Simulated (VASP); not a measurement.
A cell of W (bcc) near equilibrium:

```yaml
crystal:
  lattice:
    - [-1.59356, 1.59356, 1.59356]
    - [1.59356, -1.59356, 1.59356]
    - [1.59356, 1.59356, -1.59356]
  atoms:
    - { symbol: W, position: [0.00000, 0.00000, 0.00000] }
```

The numbers are results of PBE GGA, VASP's PBE PAW potentials (set 64) (plane waves; VASP), not measurements.

```json
[
 {"run": "as it is", "ΔE (meV/atom)": "0.0", "σxx": "0.04", "σyy": "0.04", "σzz": "0.04", "largest shear component, with its sign (GPa)": "0.00", "largest force (eV/Å)": "0.000"},
 {"run": "after one change", "ΔE (meV/atom)": "51.8", "σxx": "-16.11", "σyy": "-16.11", "σzz": "-16.11", "largest shear component, with its sign (GPa)": "0.00", "largest force (eV/Å)": "0.000"}
]
```
Stress is in GPa, positive when the cell is compressed.

Problem. Name the change that produced these shifts.
A. biaxial strain of -4.0 % in the xy plane
B. isotropic strain of +2.0 %
C. isotropic strain of +3.0 %
D. isotropic strain of +1.5 %

Solution. B, isotropic strain of +2.0 %

The compound is W in the bcc structure.
